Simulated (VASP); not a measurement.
Method: PBE GGA, VASP's PBE PAW potentials (set 64) (plane waves; VASP 6.6.1).

VASP ran on this input.

**INCAR**
```
# general
SYSTEM   =  ZnS
PREC     =  Accurate
ENCUT    =  480   # plane-wave cut-off (eV)
LREAL    =  .FALSE.   # projection in real space or not
LASPH    =  .TRUE.

# electronic loop
EDIFF    =  1E-6   # SCF stop (eV)
NELM     =  100
ALGO     =  Normal
LMAXMIX  =  4   # l cut-off of mixed one-centre charges

# smearing
ISMEAR   =  0
SIGMA    =  0.05

# functional
GGA      =  PE   # PBE

# ions
IBRION   =  2
NSW      =  60   # most ionic steps
ISIF     =  3
EDIFFG   =  -0.01   # ionic stop

# output
LWAVE    =  .FALSE.
LCHARG   =  .FALSE.
```

### KPOINTS
```
Regular mesh
0
Gamma
  8 8 8
```

File POSCAR:
```
ZnS
1.0
  0.0000000000   2.7229862963   2.7229862963
  2.7229862963   0.0000000000   2.7229862963
  2.7229862963   2.7229862963   0.0000000000
Zn S
1 1
Cartesian
  0.0000000000   0.0000000000   0.0000000000
  1.3614931482   1.3614931482   1.3614931482
```

POTCAR, in this order: Zn S (PBE.64 set). Program: vasp_std.

**Question.** What will the output report for the number of irreducible k-points (NKPTS), largest plane-wave count, number of space-group operations, FFT grid (NGX, NGY, NGZ)?

**Answer.** 
The number of irreducible k-points (NKPTS) is 29, the largest plane-wave count is 982 and the number of space-group operations is 24. The FFT grid (NGX, NGY, NGZ) comes out as 28 × 28 × 28.

The structure comes from a computed database's ZnS entry (F-43m); how it stands against other phases isn't given here. It was relaxed first. The start is the result of an earlier pass.
